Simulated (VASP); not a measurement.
## Cs2AgBiBr6: phonons from a supercell

Wanted: whether Cs2AgBiBr6 is dynamically stable, and its vibrational spectrum. The start is a cell from a database of measured crystal structures.

Program: VASP 6.6.1. Level of theory: PBEsol; plane waves and PAW (Bi, Cs_sv, Ag, Br). Results are calculated unless marked as measured.

**1. Set-up**

The structure is cubic, space group Fm-3m (No. 225). The conventional cell has a = 11.232 Å, b = 11.232 Å, c = 11.232 Å, α = 90.00°, β = 90.00°, γ = 90.00°. Nearest to Bi lie 6 Br at 2.81 Å. Nearest to Cs lie 12 Br at 3.97 Å. Ag has 6 Br at 2.80 Å nearest. Br has 1 Ag at 2.80 Å and 1 Bi at 2.81 Å and 4 Cs at 3.97 Å nearest. Farther neighbours and most contacts between anions are not listed.

**2. Relax the host**

Cell and atoms are relaxed first, so that later runs start from this functional's own cell.

INCAR

```
SYSTEM = Cs2AgBiBr6
PREC = Normal
ENCUT = 350
EDIFF = 1E-05
NELM = 120
ISMEAR = 0
SIGMA = 0.05
LREAL = Auto
ALGO = Fast
GGA = PS
NBANDS = 48
LASPH = .TRUE.
LORBIT = 11
LWAVE = .FALSE.
LCHARG = .FALSE.
KPAR = 2
NCORE = 2
IBRION = 2
NSW = 40
ISIF = 3
EDIFFG = -0.03
POTIM = 0.4
```

POSCAR

```
Cs2AgBiBr6
1.0
    0.0000000000      5.6161000000      5.6161000000
    5.6161000000      0.0000000000      5.6161000000
    5.6161000000      5.6161000000      0.0000000000
Bi Cs Ag Br
1 2 1 6
Direct
    0.0000000000      0.0000000000      0.0000000000
    0.7500000000      0.7500000000      0.7500000000
    0.2500000000      0.2500000000      0.2500000000
    0.5000000000      0.5000000000      0.5000000000
    0.7494500000      0.7494500000      0.2505500000
    0.2505500000      0.2505500000      0.7494500000
    0.7494500000      0.2505500000      0.2505500000
    0.7494500000      0.2505500000      0.7494500000
    0.2505500000      0.7494500000      0.7494500000
    0.2505500000      0.7494500000      0.2505500000
```

KPOINTS

```
Automatic mesh
0
Gamma
3 3 3
0 0 0
```

Potentials, in the order of the species: Bi, Cs_sv, Ag and Br (PBE family, release 64).

Run with:

```console
$ mpirun -np 4 vasp_std
```

Log:

```text
[banner, memory and clock lines left out]
running    4 mpi-ranks, on    1 nodes
 distrk:  each k-point on    2 cores,    2 groups
 distr:  one band on    2 cores,    1 groups

 POSCAR found type information on POSCAR BiCsAgBr
 POSCAR found :  4 types and      10 ions
|                                                                             |
|               ----> ADVICE to this user running VASP <----                  |
|                                                                             |
|     You enforced a specific xc type in the INCAR file but a different       |
|     [... a line on the potential file left out ...]
|     I HOPE YOU KNOW WHAT YOU ARE DOING!                                     |
|                                                                             |

 LDA part: xc-table for (Slater+PW92), standard interpolation
 POSCAR, INCAR and KPOINTS ok, starting setup
 FFT: planning ... GRIDC
 FFT: planning ... GRID_SOFT
 FFT: planning ... GRID
 WAVECAR not read
 entering main loop
       N       E                     dE             d eps       ncg     rms          rms(c)
DAV:   1     0.438520534601E+03    0.43852E+03   -0.25292E+04   384   0.973E+02
DAV:   2     0.503917405150E+01   -0.43348E+03   -0.42455E+03   520   0.207E+02
DAV:   3    -0.324628290736E+02   -0.37502E+02   -0.37356E+02   456   0.695E+01
DAV:   4    -0.330085671147E+02   -0.54574E+00   -0.54499E+00   480   0.953E+00
DAV:   5    -0.330169169662E+02   -0.83499E-02   -0.83464E-02   488   0.106E+00    0.910E+00
RMM:   6    -0.318687858274E+02    0.11481E+01   -0.22983E+00   384   0.449E+00    0.600E+00
RMM:   7    -0.317865243310E+02    0.82261E-01   -0.11702E+00   384   0.264E+00    0.218E+00
RMM:   8    -0.317868639745E+02   -0.33964E-03   -0.93131E-02   384   0.106E+00    0.114E+00
RMM:   9    -0.317887363809E+02   -0.18724E-02   -0.37708E-02   384   0.756E-01    0.263E-01
RMM:  10    -0.317883069718E+02    0.42941E-03   -0.71655E-03   388   0.281E-01    0.173E-01
RMM:  11    -0.317884801685E+02   -0.17320E-03   -0.16525E-03   417   0.109E-01    0.110E-01
RMM:  12    -0.317884509057E+02    0.29263E-04   -0.45772E-04   384   0.683E-02    0.158E-02
RMM:  13    -0.317884442818E+02    0.66239E-05   -0.47668E-05   313   0.256E-02
   1 F= -.31788444E+02 E0= -.31788444E+02  d E =-.317884E+02
 curvature:   0.00 expect dE= 0.000E+00 dE for cont linesearch  0.000E+00
 trial: gam= 0.00000 g(F)=  0.192E-01 g(S)=  0.493E-03 ort = 0.000E+00 (trialstep = 0.100E+01)
 search vector abs. value=  0.197E-01
 bond charge predicted
       N       E                     dE             d eps       ncg     rms          rms(c)
DAV:   1    -0.318046161739E+02   -0.16165E-01   -0.11013E+00   448   0.347E+00    0.535E-01
RMM:   2    -0.318060844886E+02   -0.14683E-02   -0.51239E-02   384   0.812E-01    0.213E-01
RMM:   3    -0.318059023624E+02    0.18213E-03   -0.49797E-03   384   0.273E-01    0.137E-01
RMM:   4    -0.318057783472E+02    0.12402E-03   -0.13427E-03   384   0.124E-01    0.653E-02
RMM:   5    -0.318057929593E+02   -0.14612E-04   -0.18628E-04   385   0.508E-02    0.328E-02
RMM:   6    -0.318057971223E+02   -0.41630E-05   -0.40472E-05   281   0.220E-02
   2 F= -.31805797E+02 E0= -.31805797E+02  d E =-.173528E-01
[...]
3 F= -.31823479E+02 E0= -.31823479E+02  d E =-.350344E-01
[...]
4 F= -.31823969E+02 E0= -.31823969E+02  d E =-.355249E-01
[...]
5 F= -.31823654E+02 E0= -.31823654E+02  d E =-.352100E-01
[...]
6 F= -.31824014E+02 E0= -.31824014E+02  d E =-.355693E-01
[...]
7 F= -.31824036E+02 E0= -.31824036E+02  d E =-.355920E-01
 curvature:  -1.13 expect dE=-0.345E-02 dE for cont linesearch -0.205E-07
 trial: gam= 0.15641 g(F)=  0.790E-04 g(S)=  0.298E-02 ort =-0.189E-04 (trialstep = 0.151E+01)
 search vector abs. value=  0.354E-02
 bond charge predicted
       N       E                     dE             d eps       ncg     rms          rms(c)
DAV:   1    -0.318702408769E+02   -0.46203E-01   -0.88901E-01   408   0.455E+00    0.119E+00
RMM:   2    -0.318316572608E+02    0.38584E-01   -0.92206E-02   384   0.129E+00    0.516E-01
RMM:   3    -0.318265359265E+02    0.51213E-02   -0.21390E-02   384   0.476E-01    0.220E-01
RMM:   4    -0.318257845666E+02    0.75136E-03   -0.41257E-03   384   0.227E-01    0.151E-01
RMM:   5    -0.318257910066E+02   -0.64400E-05   -0.70749E-04   384   0.102E-01    0.502E-02
RMM:   6    -0.318258077349E+02   -0.16728E-04   -0.19194E-04   385   0.504E-02    0.217E-02
RMM:   7    -0.318258093257E+02   -0.15908E-05   -0.28256E-05   263   0.205E-02
   8 F= -.31825809E+02 E0= -.31825809E+02  d E =-.177309E-02
 trial-energy change:   -0.001773  1 .order   -0.001699   -0.004627    0.001230
 step:   1.2141(harm=  1.1959)  dis= 0.00124  next Energy=   -31.825930 (dE=-0.189E-02)
 reached required accuracy - stopping structural energy minimisation
```

Elapsed: 37 s, on 4 MPI ranks of Intel Xeon Platinum 8375C at 2.90GHz (Ice Lake), shared host; peak memory 0.76 GiB.

Lines that name or quote the potential files are left out of all logs, and their timing lines are given in words.

OUTCAR, selected parts (step 2):

```text
ion  position               nearest neighbor table
   1  0.000  0.000  0.000-   5 2.81   6 2.81   7 2.81   8 2.81   9 2.81  10 2.81
   2  0.750  0.750  0.750-
   3  0.250  0.250  0.250-
   4  0.500  0.500  0.500-   5 2.80   6 2.80   7 2.80   8 2.80   9 2.80  10 2.80
   5  0.749  0.749  0.251-   4 2.80   1 2.81
   6  0.251  0.251  0.749-   4 2.80   1 2.81
   7  0.749  0.251  0.251-   4 2.80   1 2.81
   8  0.749  0.251  0.749-   4 2.80   1 2.81
   9  0.251  0.749  0.749-   4 2.80   1 2.81
  10  0.251  0.749  0.251-   4 2.80   1 2.81

  LATTYP: Found a face centered cubic cell.
 ALAT       =    11.2322000000

 Subroutine GETGRP returns: Found 48 space group operations
 (whereof 48 operations were pure point group operations)

The static configuration has the point symmetry O_h .

 Found      4 irreducible k-points:

   k-points           NKPTS =      4   k-points in BZ     NKDIM =      4   number of bands    NBANDS=     48

   dimension x,y,z NGX =    36 NGY =   36 NGZ =   36
   dimension x,y,z NGXF=    72 NGYF=   72 NGZF=   72

   ENCUT  =  350.0 eV  25.72 Ry    5.07 a.u.  12.12 12.12 12.12*2*pi/ulx,y,z

   NELECT =      76.0000    total number of electrons

 k-points in reciprocal lattice and weights: Automatic mesh
   0.00000000  0.00000000  0.00000000       0.037
   0.33333333  0.00000000  0.00000000       0.296
   0.33333333  0.33333333  0.00000000       0.222
  -0.33333333  0.33333333  0.00000000       0.444

 average (electrostatic) potential at core
       1 -65.8731       2 -48.8729       3 -48.8729       4 -76.1749       5 -63.6854
       6 -63.6854       7 -63.6854       8 -63.6854       9 -63.6854      10 -63.6854

 E-fermi :   1.2507

 k-point     1 :       0.0000    0.0000    0.0000
  band No.  band energies     occupation
    ...
     34       0.1229      2.00000
     35       0.1229      2.00000
     36       0.1229      2.00000
     37       0.7567      2.00000
     38       0.7567      2.00000
     39       3.4291      0.00000
     40       3.4291      0.00000
     41       3.4291      0.00000
     42       4.8357      0.00000
     43       5.7099      0.00000
    ...

 k-point     2 :       0.3333    0.0000    0.0000
  band No.  band energies     occupation
    ...
     34      -0.2380      2.00000
     35      -0.2380      2.00000
     36      -0.0562      2.00000
     37       0.2060      2.00000
     38       0.2060      2.00000
     39       2.7204      0.00000
     40       4.5415      0.00000
     41       4.5415      0.00000
     42       5.7331      0.00000
     43       6.2913      0.00000
    ...

 k-point     3 :       0.3333    0.3333    0.0000
  band No.  band energies     occupation
    ...
     34      -0.2633      2.00000
     35      -0.2633      2.00000
     36       0.1079      2.00000
     37       0.7515      2.00000
     38       0.7665      2.00000
     39       3.8444      0.00000
     40       3.8444      0.00000
     41       4.1373      0.00000
     42       6.0202      0.00000
     43       6.4125      0.00000
    ...

  Total        0.1412137      0.1412137      0.1412137     -0.0000000     -0.0000000      0.0000000
  in kB        0.6502407      0.6502407      0.6502407     -0.0000000     -0.0000000      0.0000000
  external PRESSURE =       0.6502407 kB  Pullay stress =       0.0000000 kB

  energy-cutoff  :      350.00
  volume of cell :      347.95
      direct lattice vectors                 reciprocal lattice vectors
    -0.000000000  5.582487815  5.582487815    -0.089565802  0.089565802  0.089565802
     5.582487815 -0.000000000  5.582487815     0.089565802 -0.089565802  0.089565802
     5.582487815  5.582487815  0.000000000     0.089565802  0.089565802 -0.089565802

 POSITION                                       TOTAL-FORCE (eV/Angst)
 -----------------------------------------------------------------------------------
      0.00000      0.00000      0.00000        -0.000000      0.000000     -0.000000
      8.37373      8.37373      8.37373        -0.000000      0.000000     -0.000000
      2.79124      2.79124      2.79124        -0.000000      0.000000     -0.000000
      5.58249      5.58249      5.58249        -0.000000      0.000000     -0.000000
      5.58249      5.58249      8.32663        -0.000000      0.000000     -0.011391
      5.58249      5.58249      2.83835        -0.000000      0.000000      0.011391
      2.83835      5.58249      5.58249         0.011391      0.000000     -0.000000
      5.58249      8.32663      5.58249        -0.000000     -0.011391     -0.000000
      8.32663      5.58249      5.58249        -0.011391      0.000000     -0.000000
      5.58249      2.83835      5.58249        -0.000000      0.011391     -0.000000
 -----------------------------------------------------------------------------------
    total drift:                                0.000000      0.000000      0.000000

  FREE ENERGIE OF THE ION-ELECTRON SYSTEM (eV)
  ---------------------------------------------------
  free  energy   TOTEN  =       -31.8258093257 eV

  energy  without entropy=      -31.8258093257  energy(sigma->0) =      -31.82580933

 reached required accuracy - stopping structural energy minimisation

 total charge
# of ion       s       p       d       tot
------------------------------------------
    1        1.840   1.408   0.186   3.435
    2        1.850   4.698   0.019   6.567
    3        1.850   4.698   0.019   6.567
    4        0.263   0.207   9.298   9.767
    5        1.606   3.221   0.014   4.840
    6        1.606   3.221   0.014   4.840
    7        1.606   3.221   0.014   4.840
    8        1.606   3.221   0.014   4.840
    9        1.606   3.221   0.014   4.840
   10        1.606   3.221   0.014   4.840
--------------------------------------------------
tot         15.437  30.334   9.606  55.376

[... 1 further part left out ...]
```

CONTCAR:

```
Cs2AgBiBr6
   1.00000000000000
    -0.0000000000000000    5.5824878148071866    5.5824878148071866
     5.5824878148071866   -0.0000000000000000    5.5824878148071866
     5.5824878148071866    5.5824878148071866    0.0000000000000000
  Bi              Cs              Ag              Br
     1     2     1     6
Direct
     0.0000000000000000    0.0000000000000000    0.0000000000000000
     0.7500000000000000    0.7500000000000000    0.7500000000000000
     0.2500000000000000    0.2500000000000000    0.2500000000000000
     0.5000000000000000    0.5000000000000000    0.5000000000000000
     0.7457810255201011    0.7457810255201011    0.2542189744798988
     0.2542189744798988    0.2542189744798988    0.7457810255201011
     0.7457810255201011    0.2542189744798988    0.2542189744798988
     0.7457810255201011    0.2542189744798988    0.7457810255201011
     0.2542189744798988    0.7457810255201011    0.7457810255201011
     0.2542189744798988    0.7457810255201011    0.2542189744798988
```

The gap is read on the k-mesh alone, so it is an upper bound where the band edges lie off the mesh. The PAW data sets were made with PBE, which is usual practice but a small mismatch for other functionals. The data set Bi keeps the semicore shell frozen, which is cheaper and a little less accurate. The run keeps the 48 symmetry operations of its start, so it cannot find a distortion of lower symmetry.

Relaxation path:

```
step  energy less that of the first step (eV)  largest force (eV/Å)  pressure (GPa)  volume (Å³)
   1                                   0.0000                0.2879           -0.09       354.27
   2                                  -0.0174                0.2102           -0.20       353.42
   3                                  -0.0350                0.0450           -0.25       350.90
   4                                  -0.0355                0.0333           -0.21       351.15
   5                                  -0.0352                0.0117           -0.18       351.60
   6                                  -0.0356                0.0068           -0.22       351.32
   7                                  -0.0356                0.0185           -0.23       351.26
   8                                  -0.0374                0.0114            0.07       347.95
```

```
conventional cell, symmetrised  before   after  change
                         a (Å)  11.232  11.165  -0.6 %
                         b (Å)  11.232  11.165  -0.6 %
                         c (Å)  11.232  11.165  -0.6 %
              volume (Å³/atom)   35.43   34.79  -1.8 %
```

The atoms that moved most (Å, as changes of fractional coordinates times the final cell):

```
atom      dx      dy      dz  length
 Br8   0.000  -0.041   0.000   0.041
 Br7   0.041   0.000   0.000   0.041
 Br6   0.000   0.000   0.041   0.041
 Br5   0.000   0.000  -0.041   0.041
Br10   0.000   0.041   0.000   0.041
 Br9  -0.041   0.000   0.000   0.041
```

Final coordinates:

```cif
data_structure
_symmetry_space_group_name_H-M 'P 1'
_symmetry_Int_Tables_number 1
_cell_length_a 7.8948
_cell_length_b 7.8948
_cell_length_c 7.8948
_cell_angle_alpha 60.000
_cell_angle_beta 60.000
_cell_angle_gamma 60.000
_cell_volume 347.95
loop_
_atom_site_label
_atom_site_type_symbol
_atom_site_fract_x
_atom_site_fract_y
_atom_site_fract_z
_atom_site_occupancy
Bi1 Bi 0.00000 0.00000 0.00000 1
Cs2 Cs 0.75000 0.75000 0.75000 1
Cs3 Cs 0.25000 0.25000 0.25000 1
Ag4 Ag 0.50000 0.50000 0.50000 1
Br5 Br 0.74578 0.74578 0.25422 1
Br6 Br 0.25422 0.25422 0.74578 1
Br7 Br 0.74578 0.25422 0.25422 1
Br8 Br 0.74578 0.25422 0.74578 1
Br9 Br 0.25422 0.74578 0.74578 1
Br10 Br 0.25422 0.74578 0.25422 1
```

This step gave:

```yaml
electronic_cycles: 51
electrons: 76
free_energy_toten: -31.83 eV
fermi_energy: 1.251 eV
pressure: 0.06502 GPa
labelled_metallic_from_the_levels_on_this_mesh: no
gap_on_the_k_mesh: 1.742 eV
least_direct_gap_on_the_k_mesh: 2.430 eV
```

The run ended after 8 ionic steps, 0.037 eV below its first step, once forces and stress met EDIFFG = -0.03.

(Continued in part 2 of 4.)

[Lines on the potential files, build, host, timing and source positions are cut from VASP's logs without a mark.]

[Logs are printed without paths, hosts, clocks, repeated set-up lines and the standing remarks that a program may print on its own settings, such as how far it seeks lower states.]

[Hosts, paths, dates, database ids (printed as entryN), source tags and the programs' standing remarks are cut or masked in the printed files.]

[Runs that stopped without an error message from VASP are left out.]
